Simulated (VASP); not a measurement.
# FePb (Pm-3m) in VASP: notebook

The runs below take FePb through single point, with PBE.

All numbers are computed with VASP 6.6.1; they aren't measurements. Logs are shortened: lines on timing, memory, paths and dates and some standing lists are left out, and cuts for length are marked.

## Step 1: The structure

Symmetry: Pm-3m, No. 221, cubic system. The conventional cell has a = 3.385 Å, b = 3.385 Å, c = 3.385 Å, α = 90.00°, β = 90.00°, γ = 90.00°. Around Fe (site symmetry m-3m) lie 8 Pb at 2.93 Å. Pb (site symmetry m-3m) is surrounded by 8 Fe at 2.93 Å.

The cell was built by a generator and needn't be a form met in nature.

## Step 2: Single point, PBE, collinear spin, twin_end start (held moment: 1.5 muB a cell)

INCAR

```
PREC = Accurate
ENCUT = 520
EDIFF = 1E-6
ISMEAR = 0
SIGMA = 0.1
LREAL = F
LASPH = T
NELM = 150
ALGO = Fast
ISIF = 2
LWAVE = F
LCHARG = T
ISPIN = 2
MAGMOM = 1.99 -0.13
LORBIT = 11
NUPDOWN = 1.5
LMAXMIX = 4
GGA = PE
LELF = T
LVHAR = T
NBANDS = 22
```

KPOINTS

```
Automatic mesh
0
Gamma
  12 12 12
```

POSCAR

```
FePb
1.0
    3.3986418556      0.0000000000      0.0000000000
    0.0000000000      3.3986418556      0.0000000000
    0.0000000000      0.0000000000      3.3986418556
Fe Pb
1 1
Direct
    0.0000000000      0.0000000000      0.0000000000
    0.5000000000      0.5000000000      0.5000000000
```

Potentials or basis: VASP PAW PBE potentials, release 64 (Fe, Pb_d).

The run is started by

```sh
$ cat potpaw_PBE.64/Fe/POTCAR potpaw_PBE.64/Pb_d/POTCAR > POTCAR
$ mpirun -np 1 vasp_std > vasp.out
```

OUTCAR:

```text
PREC = Accurate
   ENCUT = 520
   EDIFF = 1E-6
   ISMEAR = 0
   LREAL = F
   LASPH = T
   NELM = 150
   ISIF = 2
   ISPIN = 2
   LORBIT = 11
   NUPDOWN = 1.5
   GGA = PE

 ion  position               nearest neighbor table
   1  0.000  0.000  0.000-   2 2.94   2 2.94   2 2.94   2 2.94   2 2.94   2 2.94   2 2.94   2 2.94

   2  0.500  0.500  0.500-   1 2.94   1 2.94   1 2.94   1 2.94   1 2.94   1 2.94   1 2.94   1 2.94

  LATTYP: Found a simple cubic cell.
 ALAT       =     3.3986418556

  Lattice vectors:

 A1 = (   3.3986418556,   0.0000000000,   0.0000000000)
 A2 = (   0.0000000000,   3.3986418556,   0.0000000000)
 A3 = (   0.0000000000,   0.0000000000,   3.3986418556)

Analysis of symmetry for initial positions (statically):
=====================================================================
 Subroutine PRICEL returns:
 Original cell was already a primitive cell.

 Routine SETGRP: Setting up the symmetry group for a
 simple cubic supercell.

 Subroutine GETGRP returns: Found 48 space group operations
 (whereof 48 operations were pure point group operations)
 out of a pool of 48 trial point group operations.

The static configuration has the point symmetry O_h .

Analysis of symmetry for dynamics (positions and initial velocities):
=====================================================================
 Subroutine PRICEL returns:
 Original cell was already a primitive cell.

 Routine SETGRP: Setting up the symmetry group for a
 simple cubic supercell.

 Subroutine GETGRP returns: Found 48 space group operations
 (whereof 48 operations were pure point group operations)
 out of a pool of 48 trial point group operations.

The dynamic configuration has the point symmetry O_h .

Analysis of structural, dynamic, and magnetic symmetry:
=====================================================================
 Subroutine PRICEL returns:
 Original cell was already a primitive cell.

 Routine SETGRP: Setting up the symmetry group for a
 simple cubic supercell.

 Subroutine GETGRP returns: Found 48 space group operations
 (whereof 48 operations were pure point group operations)
 out of a pool of 48 trial point group operations.

The overall configuration has the point symmetry O_h .

 Subroutine INISYM returns: Found 48 space group operations
 (whereof 48 operations are pure point group operations),
 and found     1 'primitive' translations

----------------------------------------------------------------------------------------

                                     Primitive cell

  volume of cell :      39.2569

  direct lattice vectors                    reciprocal lattice vectors
     3.398641856  0.000000000  0.000000000     0.294235181  0.000000000  0.000000000
     0.000000000  3.398641856  0.000000000     0.000000000  0.294235181  0.000000000
     0.000000000  0.000000000  3.398641856     0.000000000  0.000000000  0.294235181

  length of vectors
     3.398641856  3.398641856  3.398641856     0.294235181  0.294235181  0.294235181

  position of ions in fractional coordinates (direct lattice)
     0.000000000  0.000000000  0.000000000
     0.500000000  0.500000000  0.500000000

  ion indices of the primitive-cell ions
   primitive index   ion index
                 1           1
                 2           2

----------------------------------------------------------------------------------------

 KPOINTS: Automatic mesh

Automatic generation of k-mesh.
 Grid dimensions read from file:
 generate k-points for:   12   12   12

 Generating k-lattice:

  Cartesian coordinates                     Fractional coordinates (reciprocal lattice)
     0.024519598  0.000000000  0.000000000     0.083333333  0.000000000  0.000000000
     0.000000000  0.024519598  0.000000000     0.000000000  0.083333333  0.000000000
     0.000000000  0.000000000  0.024519598     0.000000000  0.000000000  0.083333333

  Length of vectors
     0.024519598  0.024519598  0.024519598

  Shift w.r.t. Gamma in fractional coordinates (k-lattice)
     0.000000000  0.000000000  0.000000000

 Subroutine IBZKPT returns following result:
 ===========================================

 Found     84 irreducible k-points:

 Following reciprocal coordinates:
            Coordinates               Weight
  0.000000  0.000000  0.000000      1.000000
  0.083333  0.000000  0.000000      6.000000
  0.166667  0.000000  0.000000      6.000000
  0.250000  0.000000  0.000000      6.000000
  0.333333  0.000000  0.000000      6.000000
  0.416667  0.000000  0.000000      6.000000
[... 16 lines left out ...]
  0.333333  0.333333  0.000000     12.000000
  0.416667  0.333333  0.000000     24.000000
 [... further k-points ...]
   k-points           NKPTS =     84   k-points in BZ     NKDIM =     84   number of bands    NBANDS=     22
   number of dos      NEDOS =    301   number of ions     NIONS =      2
   total plane-waves  NPLWV =  21952
   dimension x,y,z NGX =    28 NGY =   28 NGZ =   28
   dimension x,y,z NGXF=    56 NGYF=   56 NGZF=   56
   ions per type =               1   1
   NGX,Y,Z   is equivalent  to a cutoff of  13.70, 13.70, 13.70 a.u.
   NGXF,Y,Z  is equivalent  to a cutoff of  27.39, 27.39, 27.39 a.u.
 SYSTEM =  unknown system
   PREC   = accura    normal or accurate (medium, high low for compatibility)
   ISTART =      0    job   : 0-new  1-cont  2-samecut
   ICHARG =      2    charge: 1-file 2-atom 10-const
   ISPIN  =      2    spin polarized calculation?
   LNONCOLLINEAR =      F non collinear calculations
   LSORBIT =      F    spin-orbit coupling
   LASPH  =      T    aspherical Exc in radial PAW
   ENCUT  =  520.0 eV  38.22 Ry    6.18 a.u.   6.32  6.32  6.32*2*pi/ulx,y,z
   NELM   =    150;   NELMIN=  2; NELMDL= -5     # of ELM steps
   EDIFF  = 0.1E-05   stopping-criterion for ELM
   LREAL  =      F    real-space projection
   EDIFFG = 0.1E-04   stopping-criterion for IOM
   NSW    =      0    number of steps for IOM
   IBRION =     -1    ionic relax: 0-MD 1-quasi-New 2-CG
   NFREE  =      0    steps in history (QN), initial steepest desc. (CG)
   ISIF   =      2    stress and relaxation
   ISYM   =      2    0-nonsym 1-usesym 2-fastsym
   POTIM  = 0.5000    time-step for ionic-motion
   TEBEG  =    0.0;   TEEND  =   0.0 temperature during run
   PSTRESS=    0.0 pullay stress
   NELECT =      22.0000    total number of electrons
   NUPDOWN=       1.5000    fix difference up-down
   EMIN   =  10.00;   EMAX   =-10.00  energy-range for DOS
   EFERMI =   0.00;   METHOD = LEGACY
   ISMEAR =     0;   SIGMA  =   0.10  broadening in eV -4-tet -1-fermi 0-gaus
   EFERMI_NEDOS =   21; number of points for ismear=-14 and -15
   IALGO  =     68    algorithm
   IMIX   =      4    mixing-type and parameters
     AMIX     =   0.40;   BMIX     =  1.00
     AMIX_MAG =   1.60;   BMIX_MAG =  1.00
  volume/ion in A,a.u.               =      19.63       132.46
  Fermi-wavevector in a.u.,A,eV,Ry     =   1.349720  2.550601 24.786330  1.821744
  Thomas-Fermi vector in A             =   2.477284
   LORBIT       =     11    0 simple, 1 ext, 2 COOP (PROOUT), +10 PAW based schemes
   GGA     = PE    functional components
   LHFCALC =     F    Hartree Fock is set to
   AEXX    =    0.0000 exact exchange contribution
   IVDW    =     0    specifies the selected vdW correction
   LEPSILON=     F    determine dielectric tensor
   LRPA    =     F    only Hartree local field effects (RPA)
 spin polarized calculation
 RMM-DIIS sequential band-by-band and
 Gauss-broadening in eV      SIGMA  =   0.10
  energy-cutoff  :      520.00
  volume of cell :       39.26
 maximum number of plane-waves:      1074
 NGX is ok and might be reduce to    28
   NGX = 13   NGY = 13   NGZ = 13

 number of electron      21.9999992 magnetization       1.5000236

 Free energy of the ion-electron system (eV)
  ---------------------------------------------------
  ext. energy  EPLUGINS =         0.00000000
  ---------------------------------------------------
  free energy    TOTEN  =       -10.19854646 eV

  energy without entropy =      -10.17416146  energy(sigma->0) =      -10.18635396

 E-fermi :   7.7085     XC(G=0): -11.4290

 val. band max:        7.7078816348   @ k =   0.4167   0.2500   0.0833
 cond. band min:       7.1093414916   @ k =   0.3333   0.2500   0.1667
 fundamental gap:     -0.5985401433
 Fermi energy:         7.0633415939

 spin component 1

 k-point     1 :       0.0000    0.0000    0.0000
  band No.  band energies     occupation
      1      -9.5030      1.00000
      2      -9.5030      1.00000
      3      -9.1409      1.00000
      4      -9.1409      1.00000
      5      -9.1409      1.00000
      6      -4.1126      1.00000
[... 14 lines left out ...]
     21      24.0370      0.00000
     22      24.0370      0.00000
[... 552 lines left out ...]
  band No.  band energies     occupation
      1      -9.3737      1.00000
      2      -9.3620      1.00000
      3      -9.2386      1.00000
      4      -9.2162      1.00000
      5      -9.0663      1.00000
      6      -0.9881      1.00000
[... 14 lines left out ...]
     21      23.6083      0.00000
     22      24.1554      0.00000

 [... further k-points ...]

 spin component 2

 k-point     1 :       0.0000    0.0000    0.0000
  band No.  band energies     occupation
      1      -9.5464      1.00000
      2      -9.5464      1.00000
      3      -9.1788      1.00000
      4      -9.1788      1.00000
      5      -9.1788      1.00000
      6      -4.2691      1.00000
[... 14 lines left out ...]
     21      24.2555      0.00000
     22      24.2555      0.00000
[... 552 lines left out ...]
  band No.  band energies     occupation
      1      -9.4167      1.00000
      2      -9.4031      1.00000
      3      -9.2788      1.00000
      4      -9.2559      1.00000
      5      -9.1009      1.00000
      6      -1.1292      1.00000
[... 14 lines left out ...]
     21      23.6408      0.00000
     22      24.1958      0.00000

 [... further k-points ...]

------------------------ aborting loop because EDIFF is reached ----------------------------------------

  FORCE on cell =-STRESS in cart. coord.  units (eV):
  Direction    XX          YY          ZZ          XY          YZ          ZX
  --------------------------------------------------------------------------------------
  -------------------------------------------------------------------------------------
  Total       -1.4529301     -1.4529301     -1.4529301     -0.0000000      0.0000000      0.0000000
  in kB      -59.2978716    -59.2978716    -59.2978716     -0.0000000      0.0000000      0.0000000
  external PRESSURE =     -59.2978716 kB  Pullay stress =       0.0000000 kB

 VOLUME and BASIS-vectors are now :
 -----------------------------------------------------------------------------
  energy-cutoff  :      520.00
  volume of cell :       39.26
      direct lattice vectors                 reciprocal lattice vectors
     3.398641856  0.000000000  0.000000000     0.294235181  0.000000000  0.000000000
     0.000000000  3.398641856  0.000000000     0.000000000  0.294235181  0.000000000
     0.000000000  0.000000000  3.398641856     0.000000000  0.000000000  0.294235181

 POSITION                                       TOTAL-FORCE (eV/Angst)
 -----------------------------------------------------------------------------------
      0.00000      0.00000      0.00000         0.000000      0.000000      0.000000
      1.69932      1.69932      1.69932         0.000000      0.000000      0.000000
 -----------------------------------------------------------------------------------
    total drift:                                0.000000      0.000000      0.000000

  FREE ENERGIE OF THE ION-ELECTRON SYSTEM (eV)
  ---------------------------------------------------
  free  energy   TOTEN  =       -10.1985464610 eV

  energy  without entropy=      -10.1741614557  energy(sigma->0) =      -10.18635396

 total charge

# of ion       s       p       d       tot
------------------------------------------
    1        0.307   0.233   6.346   6.886
    2        1.283   0.924   9.836  12.042
--------------------------------------------------
tot          1.589   1.157  16.182  18.928

 magnetization (x)

# of ion       s       p       d       tot
------------------------------------------
    1        0.002  -0.019   1.807   1.790
    2       -0.009  -0.117  -0.008  -0.134
--------------------------------------------------
tot         -0.007  -0.135   1.799   1.657
```

Wall time 63 s (1 thread of Intel Xeon 6975P-C (Granite Rapids), shared host); peak memory 0.25 GiB.

What came out:

* Free energy: -10.1985 eV
* Pressure: -5.9 GPa
* Net moment: 1.50 μB per cell
* Site moments: Fe +1.79; Pb -0.13 μB
* Valence electrons inside the program's atomic spheres: Fe 6.89; Pb 12.04

Caveat: the total moment is fixed, so each spin has its own Fermi level. The run has no spin-orbit coupling, so splittings on Pb are missing.

## Step 3: Single point, PBE, collinear spin, typed start

INCAR

```
PREC = Accurate ; ENCUT = 520
EDIFF = 1E-7 ; ISMEAR = 0
SIGMA = 0.1 ; LREAL = False
LASPH = True ; NELM = 150
ALGO = Normal ; ISIF = 2
LWAVE = False ; LCHARG = False
ISPIN = 2 ; MAGMOM = 3 0
LORBIT = 11 ; LMAXMIX = 4
GGA = PE ; NBANDS = 22
```

KPOINTS

```
Automatic mesh
0
Gamma
  6 6 6
```

POSCAR

```
FePb
1.0
    3.3846257580      0.0000000000      0.0000000000
    0.0000000000      3.3846257580      0.0000000000
    0.0000000000      0.0000000000      3.3846257580
Fe Pb
1 1
Direct
    0.0000000000      0.0000000000      0.0000000000
    0.5000000000      0.5000000000      0.5000000000
```

Potentials or basis: VASP PAW PBE potentials, release 64 (Fe, Pb_d).

The run is started by

```sh
$ cat potpaw_PBE.64/Fe/POTCAR potpaw_PBE.64/Pb_d/POTCAR > POTCAR
$ mpirun -np 1 vasp_std > vasp.out
```

It took 18 s on 1 thread of Intel Xeon 6975P-C (Granite Rapids), shared host; peak memory 0.19 GiB.

It converged, with:

| Quantity | Value |
| --- | --- |
| Free energy | -10.4352 eV |
| Pressure | 1.6 GPa |
| Band gap on the k mesh | none (metal or under the smearing width) |
| Net moment | 2.70 μB per cell |
| Site moments | Fe +2.74; Pb -0.03 μB |
| Valence electrons inside the program's atomic spheres | Fe 6.83; Pb 12.10 |

Levels at points of the mesh, in eV from the Fermi level:
Spin up:
| k point | band 8 | band 9 | band 10 | band 11 | band 12 | band 13 | band 14 | band 15 | band 16 | band 17 |
| --- | --- | --- | --- | --- | --- | --- | --- | --- | --- | --- |
| (0.00, 0.00, 0.00) | -2.96 | -2.20 | -2.20 | -2.20 | 2.41 | 2.41 | 2.41 | 4.39 | 8.28 | 8.28 |
| (0.50, 0.00, 0.00) | -2.95 | -2.78 | -2.78 | -2.25 | -1.71 | 6.27 | 6.27 | 7.24 | 8.71 | 8.71 |
| (0.50, 0.50, 0.00) | -3.41 | -2.89 | -2.40 | -2.40 | -1.89 | -1.39 | 0.73 | 7.33 | 9.70 | 9.70 |
| (0.50, 0.50, 0.50) | -4.08 | -4.08 | -1.87 | -1.87 | 1.66 | 1.66 | 1.66 | 2.56 | 2.56 | 2.56 |
Spin down:
```
           k point  band 5  band 6  band 7  band 8  band 9  band 10  band 11  band 12  band 13  band 14
(0.00, 0.00, 0.00)  -16.60  -11.87   -0.86   -0.86    0.44     0.44     0.44     2.50     2.50     2.50
(0.50, 0.00, 0.00)  -16.59   -9.51   -5.95   -0.81   -0.54    -0.54     0.38     0.79     6.73     6.73
(0.50, 0.50, 0.00)  -16.42   -7.75   -3.40   -3.40   -1.16     0.13     0.13     0.73     1.09     2.04
(0.50, 0.50, 0.50)  -16.41   -5.32   -2.95   -2.95   -2.95     0.76     0.76     2.78     2.78     2.78
```

Spin-orbit coupling is left out, which matters for the levels of Pb.
